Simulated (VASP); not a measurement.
```
CELL_PARAMETERS angstrom
      3.07935     0.00000     0.00000
      0.00000     3.07935     0.00000
      0.00000     0.00000     3.07935
ATOMIC_POSITIONS crystal
  Sn 0.00000 0.00000 0.00000
  C  0.50000 0.50000 0.50000
```

The base run (VASP): PBE GGA, plane waves, VASP's PBE PAW potentials (set 64). Settings: 520 eV cut-off, 8×8×8 Γ-centred mesh, Gaussian smearing of 0.050 eV, potentials Sn_d C.

One setting is varied; ΔE counts from the base run. The base run took about 10 core-seconds. The timings are rough (shared machines, no repeats); factors under 2 mean little.

Pressures at a finite cut-off, here 520 eV, hold a Pulay part, which wasn't tested here.

| setting | cost over the base run | electronic steps | ΔE (meV/atom) | pressure (GPa) |
|---|---|---|---|---|
| ISYM = 1 | within a factor of 2 | 11 | 0.0 | 3.08 |
| SYMPREC = 1E-3 | within a factor of 2 | 11 | 0.0 | 3.08 |
| base run | reference | 11 | 0.0 | 3.08 |
| ISYM = 0 | about 4 times | 11 | 0.0 | 3.08 |
| ISYM = -1 | about 10 times | 11 | 0.0 | 3.08 |

Left out are runs that failed, have no time on record or changed the cell.

The structure was generated: SnC was put into the CsCl type (Pm-3m), which need not be its known phase. The cell was not relaxed at this level.
